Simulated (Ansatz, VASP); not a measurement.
# Cross-check of Ga2O3 (partly crystallised Ga2O3) between VASP and Ansatz

Aim: how closely do two programs agree when they are given the same cell, functional and k mesh? The cell is taken from a series of runs on this material, whose earlier steps may have relaxed, scaled, displaced or heated it; both programs get it as it stands.

Program: Ansatz 0.2.0. Level of theory: plane waves, with VASP 6.6.1 beside it; PBE. Results are calculated unless marked as measured.

## 1. Set-up

The cell holds 115 atoms: 46 Ga and 69 O. Cell: a = 10.839 Å, b = 10.867 Å, c = 11.120 Å, α = 88.8°, β = 88.6°, γ = 86.4°. As first built, before any earlier steps moved the atoms or strained the cell (in the runner's words): 115 atoms (46 Fe, 69 O) placed at random at 4.28 g/cm^3, melted at 4500 K for 20 ps at fixed volume with the Morse and Coulomb pair potential with partial charges (Pedone, Malavasi, Menziani, Cormack and Segre, J. Phys. Chem. B 110, 11780 (2006)). Quenched from 4500 K to 300 K at 10 K/ps and fixed volume, held 20 ps at zero pressure. Then Fe was replaced by Ga (the potential has no terms for the new elements, so the cell is a start for a DFT relaxation).

## 2. VASP: single point, PBE

With cell and atoms fixed, the geometry can't cause a difference; cores, projectors, grids and the points listed under the comparison can.

Lines of VASP's logs that name or quote its potential files are left out, and so is its time.

The input, INCAR:

```
SYSTEM = Ga2O3
PREC = Accurate
ENCUT = 600
EDIFF = 1E-06
NELM = 120
ISMEAR = 0
SIGMA = 0.01
LREAL = Auto
ALGO = Normal
GGA = PE
NBANDS = 592
LORBIT = 11
LWAVE = .FALSE.
LCHARG = .FALSE.
ISIF = 2
LASPH = .TRUE.
GGA_COMPAT = .FALSE.
EFERMI = MIDGAP
NCORE = 4
```

The input, POSCAR:

```
Ga2O3
1.0
   10.8327800000      0.3395900000      0.1341500000
    0.3395900000     10.8610000000      0.1138600000
    0.1341500000      0.1138600000     11.1187300000
Ga O
46 69
Direct
    0.6001200000      0.0750700000      0.0950200000
    0.2781100000      0.5150100000      0.9699900000
    0.0394800000      0.0437300000      0.5002500000
    0.7598400000      0.0668500000      0.5497300000
    0.0787900000      0.6586600000      0.7406900000
    0.4133700000      0.7668600000      0.0033700000
    0.1067700000      0.3881100000      0.8411100000
    0.9502200000      0.5495300000      0.3361900000
    0.9048200000      0.5547800000      0.0183000000
    0.0847300000      0.3991100000      0.5584100000
    0.5496600000      0.4936500000      0.9507900000
    0.2031800000      0.4260000000      0.2747600000
    0.3434400000      0.7100900000      0.3017600000
    0.7135000000      0.7330700000      0.9104300000
    0.7149700000      0.3016100000      0.8858600000
    0.3610000000      0.9438100000      0.2025300000
    0.7473000000      0.3855700000      0.1819000000
    0.0824000000      0.9632200000      0.2468500000
    0.8070500000      0.9391400000      0.3127800000
    0.4894000000      0.4296500000      0.2228300000
    0.3850000000      0.6425900000      0.7103500000
    0.9349200000      0.1822800000      0.7216500000
    0.3672800000      0.4935900000      0.4699000000
    0.8731600000      0.1103000000      0.0444900000
    0.8373900000      0.4995000000      0.7158700000
    0.5303600000      0.8684100000      0.6948500000
    0.1260600000      0.0514200000      0.9543800000
    0.4230400000      0.0321500000      0.9161100000
    0.0442200000      0.3092100000      0.1055100000
    0.2902700000      0.8274700000      0.5233600000
[... 79 atom lines left out ...]
    0.4494000000      0.1395100000      0.4335900000
    0.5802300000      0.9499800000      0.9788600000
    0.0722400000      0.3096800000      0.2712100000
    0.3685800000      0.2289200000      0.6658700000
    0.7612100000      0.7290700000      0.0786100000
    0.3331300000      0.2894000000      0.2493000000
```

The input, KPOINTS:

```
Automatic mesh
0
Gamma
1 1 1
0 0 0
```

PAW data sets: Ga_d and O (PBE family, release 64).

On the command line:

```console
mpirun -np 16 vasp_gam
```

Numbers of over 12 decimals in the logs are rounded to 6 here.

What it wrote:

```text
[banner, memory and clock lines left out]
running   16 mpi-ranks, on    1 nodes
[...]
LDA part: xc-table for (Slater+PW92), standard interpolation
 POSCAR, INCAR and KPOINTS ok, starting setup
[...]
entering main loop
       N       E                     dE             d eps       ncg     rms          rms(c)
DAV:   1     0.320850178497E+05    0.32085E+05   -0.37710E+05  1184   0.389E+03
DAV:   2     0.759473665602E+04   -0.24490E+05   -0.23354E+05  1184   0.114E+03
DAV:   3     0.466880568704E+03   -0.71279E+04   -0.66902E+04  1472   0.415E+02
DAV:   4    -0.637229327200E+03   -0.11041E+04   -0.10735E+04  1256   0.165E+02
[...]
DAV:  21    -0.671865183155E+03    0.72521E-06   -0.15398E-05  1672   0.356E-02    0.491E-03
DAV:  22    -0.671865185078E+03   -0.19229E-05   -0.24132E-05  1176   0.125E-02    0.377E-03
DAV:  23    -0.671865185179E+03   -0.10121E-06   -0.29866E-06   832   0.670E-03
   1 F= -.67186519E+03 E0= -.67186519E+03  d E =0.000000E+00
```

From OUTCAR (step 2):

```text
  Total        3.5210194      3.1450252      3.5616399     -0.0196967      0.1608899     -0.0561421
  in kB        4.3176572      3.8565935      4.3674682     -0.0241531      0.1972916     -0.0688443
  external PRESSURE =       4.1805730 kB  Pullay stress =       0.0000000 kB

 POSITION                                       TOTAL-FORCE (eV/Angst)
 -----------------------------------------------------------------------------------
      6.53921      1.02995      1.14556        -0.009560      0.046722      0.036449
      3.31772      5.79841     10.88100        -0.013912      0.032097      0.019894
      0.50964      0.54532      5.57242        -0.001921     -0.016724     -0.002865
      8.32763      1.04668      6.22184        -0.008310     -0.016199      0.010068
      1.17655      7.26480      8.32110        -0.001157      0.002598      0.017418
      4.73882      8.46963      0.18024         0.003857     -0.015662     -0.002993
[...]
1.58563      9.61900      5.40009         0.026323     -0.006250     -0.017053
      9.70992     10.45487      5.62118         0.012165     -0.006471      0.018345
     10.56371      4.84032      5.20058        -0.021770      0.005465      0.010357
      4.37225      5.49923      7.18387        -0.001230     -0.010616     -0.004635
      0.58311     10.79399      1.05131        -0.003770     -0.015322      0.000174
      0.70691      0.57037      7.54313         0.022526     -0.023881      0.013329
      2.78549      8.09370      7.78275        -0.014329     -0.000523     -0.015784
[...]
-----------------------------------------------------------------------------------
    total drift:                                0.005782      0.007433     -0.007735

  FREE ENERGIE OF THE ION-ELECTRON SYSTEM (eV)
  ---------------------------------------------------
  free  energy   TOTEN  =      -671.8651851792 eV

  energy  without entropy=     -671.8651851792  energy(sigma->0) =     -671.86518518

[... 3 further parts left out ...]
[key lines of the parts left out:]
E-fermi :   4.1585
```

The run ends at a pressure of 0.42 GPa, with forces up to 0.072 eV/Å.

## 3. Ansatz: single point, PBE

Ansatz runs on its default PAW (the set named soft_2) files.

The same cell, functional and mesh now go to Ansatz, which takes its cutoff from its data sets.

The input, input.yaml:

```yaml
crystal:
  lattice:
    - [10.83278, 0.33959, 0.13415]
    - [0.33959, 10.861, 0.11386]
    - [0.13415, 0.11386, 11.11873]
  atoms:
    - { symbol: Ga, position: [0.60012, 0.07507, 0.09502] }
    - { symbol: Ga, position: [0.27811, 0.51501, 0.96999] }
    - { symbol: Ga, position: [0.03948, 0.04373, 0.50025] }
    - { symbol: Ga, position: [0.75984, 0.06685, 0.54973] }
    - { symbol: Ga, position: [0.07879, 0.65866, 0.74069] }
    - { symbol: Ga, position: [0.41337, 0.76686, 0.00337] }
    - { symbol: Ga, position: [0.10677, 0.38811, 0.84111] }
    - { symbol: Ga, position: [0.95022, 0.54953, 0.33619] }
    - { symbol: Ga, position: [0.90482, 0.55478, 0.0183] }
    - { symbol: Ga, position: [0.08473, 0.39911, 0.55841] }
    - { symbol: Ga, position: [0.54966, 0.49365, 0.95079] }
    - { symbol: Ga, position: [0.20318, 0.426, 0.27476] }
    - { symbol: Ga, position: [0.34344, 0.71009, 0.30176] }
    - { symbol: Ga, position: [0.7135, 0.73307, 0.91043] }
    - { symbol: Ga, position: [0.71497, 0.30161, 0.88586] }
    - { symbol: Ga, position: [0.361, 0.94381, 0.20253] }
    - { symbol: Ga, position: [0.7473, 0.38557, 0.1819] }
    - { symbol: Ga, position: [0.0824, 0.96322, 0.24685] }
    - { symbol: Ga, position: [0.80705, 0.93914, 0.31278] }
    - { symbol: Ga, position: [0.4894, 0.42965, 0.22283] }
    - { symbol: Ga, position: [0.385, 0.64259, 0.71035] }
    - { symbol: Ga, position: [0.93492, 0.18228, 0.72165] }
    - { symbol: Ga, position: [0.36728, 0.49359, 0.4699] }
    - { symbol: Ga, position: [0.87316, 0.1103, 0.04449] }
    - { symbol: Ga, position: [0.83739, 0.4995, 0.71587] }
    - { symbol: Ga, position: [0.53036, 0.86841, 0.69485] }
    - { symbol: Ga, position: [0.12606, 0.05142, 0.95438] }
    - { symbol: Ga, position: [0.42304, 0.03215, 0.91611] }
    - { symbol: Ga, position: [0.04422, 0.30921, 0.10551] }
    - { symbol: Ga, position: [0.29027, 0.82747, 0.52336] }
[... 79 atom lines left out ...]
    - { symbol: O, position: [0.4494, 0.13951, 0.43359] }
    - { symbol: O, position: [0.58023, 0.94998, 0.97886] }
    - { symbol: O, position: [0.07224, 0.30968, 0.27121] }
    - { symbol: O, position: [0.36858, 0.22892, 0.66587] }
    - { symbol: O, position: [0.76121, 0.72907, 0.07861] }
    - { symbol: O, position: [0.33313, 0.2894, 0.2493] }
kpoints:
  mp_grid: { grid: [1, 1, 1] }
hamiltonian:
  xc: pbe
scf:
  occupations: { method: fixed }
output:
  forces: true
  stress: true
  populations: true
  dos:
    method: { smearing: { sigma: 0.15 } }
    de: 0.1
    projected: { site_lists: { Ga: [Ga], O: [O] } }
  eigenvalues: true
  write_density: true
  write_potential: true
  volumetric_format: npy
  elf: true
```

On the command line:

```console
ansatz run input.yaml --threads 4 --pin off --max-ram 8192MiB --backend cpu --events-out ev --progress --plain --runs-dir out
```

What it wrote:

```text
Engine: ansatz 0.2.0, x86_64-unknown-linux-gnu
Pseudopotentials: kind: paw
Pseudopotential: Ga, paw, valence charge 13, recommended cutoff 420 eV (normal), Ga.paw.azcp
Pseudopotential: O, paw, valence charge 6, recommended cutoff 420 eV (normal), O.paw.azcp
Functional definition: PBE
  parameter kappa = 0.804
  parameter beta = 0.066725
  exchange = pbe_x(kappa = kappa, mu = beta*pi^2/3)
  correlation = pbe_c(beta = beta)
Crystal: 115 atoms, lattice volume = 1306.564 Å³
Basis set: ecut = 420 eV, 25533 PW (Γ), exchange–correlation on 150×150×150 points (8 copies of the dense FFT grid, shifted against one another)
Bands: 621, of which v1, the nominal top of the filled ones, is band 506 counted from 1 (505 counted from 0)
Symmetry: 1 space group operations
Space group: P1 (ITA 1), of the structure as read, at distance tolerance 1.1e-4 Å
k-points: 1
Non-local potential: Ga, projectors of the file, l = 0: 2, l = 1: 2, l = 2: 3, l = 3: 1
Non-local potential: O, projectors of the file, l = 0: 2, l = 1: 2, l = 2: 1
PAW form: soft (Blöchl's): semilocal exchange-correlation on the pseudo side does not see the compensation charge
PAW one-centre angular grid: Ga, 590 points (default); XC on 64 Gauss nodes
PAW one-centre angular grid: O, 110 points (default); XC on 64 Gauss nodes
Initial density: superposition of atomic densities (neutral atoms: chi_scale 0, normalization atom), corrected by the library's trained network
Initial wavefunctions: pseudopotential atomic-orbital guess
Functional: x = pbe(κ = 0.804, μ = 0.219515), c = pbe(β = 0.066725)
SCF iter   1: F=—  HF=-213196.776655 eV  |F-HF|=—  |Δ(HF+E_count)|=         —  Δρ=2.31e-3  dr2=9.62e-2  ethr=1.77e-3  ⟨swp⟩=5.0  Hψ=1847  notcnv=0  defer=113
preconditioner: auto → Resta (q_TF=auto, 2.615 Å⁻¹)  ε∞=4.6  [insulator: Δε(μ)=1.554 eV  Ē_g=17.199 eV  n_scr=408 (ndim 8)  ℏωp=32.7 eV  f_vac=0.078  ε∞_Penn≈4.6]
SCF iter   2: F=—  HF=-213196.760946 eV  |F-HF|=—  |Δ(HF+E_count)|=   1.57e-2  Δρ=1.24e-3  dr2=2.22e-2  ethr=9.50e-6  ⟨swp⟩=2.0  Hψ=1223  notcnv=0  defer=113
SCF iter   3: F=—  HF=-213196.762213 eV  |F-HF|=—  |Δ(HF+E_count)|=   1.27e-3  Δρ=5.45e-4  dr2=6.77e-3  ethr=2.19e-6  ⟨swp⟩=2.0  Hψ=961  notcnv=0  defer=113
SCF iter   4: F=—  HF=-213196.762022 eV  |F-HF|=—  |Δ(HF+E_count)|=   1.91e-4  Δρ=1.81e-4  dr2=4.77e-4  ethr=6.69e-7  ⟨swp⟩=2.0  Hψ=961  notcnv=0  defer=113
SCF iter   5: F=—  HF=-213196.762147 eV  |F-HF|=—  |Δ(HF+E_count)|=   1.25e-4  Δρ=1.23e-4  dr2=1.83e-4  ethr=4.72e-8  ⟨swp⟩=2.0  Hψ=993  notcnv=0  defer=111
SCF iter   6: F=—  HF=-213196.762163 eV  |F-HF|=—  |Δ(HF+E_count)|=   1.57e-5  Δρ=2.84e-5  dr2=1.28e-5  ethr=1.81e-8  ⟨swp⟩=2.0  Hψ=973  notcnv=0  defer=108
SCF iter   7: F=—  HF=-213196.760354 eV  |F-HF|=—  |Δ(HF+E_count)|=   1.81e-3  Δρ=2.38e-5  dr2=6.60e-6  ethr=1.26e-9  ⟨swp⟩=2.0  Hψ=1127  notcnv=0  defer=108
SCF iter   8: F=—  HF=-213196.760355 eV  |F-HF|=—  |Δ(HF+E_count)|=   3.30e-7  Δρ=5.97e-6  dr2=5.87e-7  ethr=6.53e-10  ⟨swp⟩=2.0  Hψ=1014  notcnv=0  defer=108
SCF iter   9: F=—  HF=-213196.760355 eV  |F-HF|=—  |Δ(HF+E_count)|=   4.84e-7  Δρ=3.18e-6  dr2=1.31e-7  ethr=5.80e-11  ⟨swp⟩=2.0  Hψ=1012  notcnv=0  defer=108
SCF iter  10: F=-213196.760355 eV  HF=-213196.760355 eV  |F-HF|=7.54e-9  |Δ(HF+E_count)|=   4.09e-8  Δρ=1.78e-6  dr2=4.04e-8  ethr=9.88e-12  ⟨swp⟩=17.0  Hψ=5290  notcnv=0
SCF 1 converged in 10 iterations: F = -213196.760355 eV  dr2 = 4.04e-8
  greatest PAW one-centre occupation: 0.998 electrons in one spin orbital (limit 2), on the Ga atom at site 26 (counted from 0), in its partial waves of l = 2
SCF converged after 10 iterations
Free energy (F): -213196.760355 eV
Harris-Foulkes:  -213196.760355 eV  (|F-HF|=7.54e-9)
Internal energy: -213196.760355 eV  (E = F + TS)
E sigma→0 (E₀):  -213196.760355 eV
Fermi energy:    7.383245 eV
--- Per-component energies (eV) ---
  E_band       = -2221.208994
  E_kinetic    = 17408.747798
  E_local      = -117394.384494  (includes V_loc(G=0)·N_el)
  E_nonlocal   = 23229.400386
  E_hartree    = 52854.107496
  E_xc         = -8170.616969
  E_vxc        = -9056.170349  (∫ρ·V_xc dr)
  E_paw        = -102829.773918  (= ΣΔE_a)
  E_vpaw       = -22117.160833  (= ΣTr[D̂ρ^β])
  E_aug_tail   = 0.164886  (compensation charges beyond the density's cutoff)
  E_ewald      = -78294.405540
  E_smearing   = -0.000000  (= −TS)
  E_closure    = -0.000000  (closes the sum)
  Σ components = -213196.760355   (vs F -213196.760355, Δ=0.00e0)
--- Forces (eV/Å), atoms counted from 1 ---
  atom   1  Ga    -0.00737142     0.00088117    -0.00460492
  atom   2  Ga    -0.00037892     0.00458075     0.00062428
  atom   3  Ga     0.00228489    -0.00006812     0.00650737
  atom   4  Ga     0.00243011     0.00168646    -0.00065655
  atom   5  Ga     0.00160790    -0.00082495    -0.00976963
  atom   6  Ga    -0.00494412    -0.00182394     0.00263438
  atom   7  Ga    -0.00288500     0.00544117    -0.00031996
[...]
0.009528      -0.015111      -0.004792
        0.004272      -0.004792      -0.006305
  P = ⅓ Tr σ = -0.0053 GPa (-0.053 kbar)
--- Band table (eV) ---
  k-point 0: bands = [... 502 lower, 7.0358, 7.0408, 7.1369, 7.3832, 8.8981, 10.9990, 11.2526, 11.3927, ... 111 higher]
--- Löwdin populations: 115 sites ---
  site symbol       q [e]
     0     Ga     11.9728
     1     Ga     11.9853
     2     Ga     12.0060
     3     Ga     11.9838
     4     Ga     11.9338
     5     Ga     11.9547
     6     Ga     11.9568
     7     Ga     11.9376
     8     Ga     11.9553
     9     Ga     11.9408
    10     Ga     11.9589
    11     Ga     11.9961
    12     Ga     11.9606
    13     Ga     11.9562
    14     Ga     11.9360
    15     Ga     11.9783
    16     Ga     11.9980
    17     Ga     11.9650
    18     Ga     11.9707
    19     Ga     11.9847
    20     Ga     11.9442
    21     Ga     12.0018
    22     Ga     11.9447
    23     Ga     11.9953
[...]
107      O      6.6076
   108      O      6.6476
   109      O      6.6335
   110      O      6.6659
   111      O      6.6524
   112      O      6.6422
   113      O      6.6294
   114      O      6.6382
  spilling = 0.003187 (of n_electrons = 1012.000000)
```

## 4. Differences

Known differences besides the potentials themselves: fixed occupations in Ansatz, narrow Gaussian smearing in VASP; the cutoff is 420 eV in Ansatz and 600 eV in VASP (PREC = Accurate, projectors in real space). Total energies have different zeros and are not compared.

The two programs side by side:

| quantity | Ansatz | VASP | difference |
| --- | --- | --- | --- |
| pressure (GPa) | -0.01 | 0.42 | -0.42 |
| gap on the k mesh (eV) | 1.515 | 1.486 | +0.028 |

The largest component of a force difference here is 70 meV/Å. A gap on the mesh is an upper bound, since the band edges may lie between its points.

## 5. Results

| Property | Result |
| --- | --- |
| r.m.s. force difference (single point, PBE) | 17 meV/Å |

What this shows: The r.m.s. force difference is 17 meV/Å (single point, PBE), beyond the 12 meV/Å picked in this series as the mark of a large difference. What causes the difference of the single point, PBE pair stays open here. Such differences can come from data sets, numerical settings and the points named under the comparisons, not from the functional's error against experiment.

[Lines on the potential files, build, host, timing and source positions are cut from VASP's logs without a mark.]

[Logs are printed without paths, hosts, clocks, repeated set-up lines and the standing remarks that a program may print on its own settings, such as how far it seeks lower states.]

[Hosts, paths, dates, database ids (printed as entryN), source tags and the programs' standing remarks are cut or masked in the printed files.]
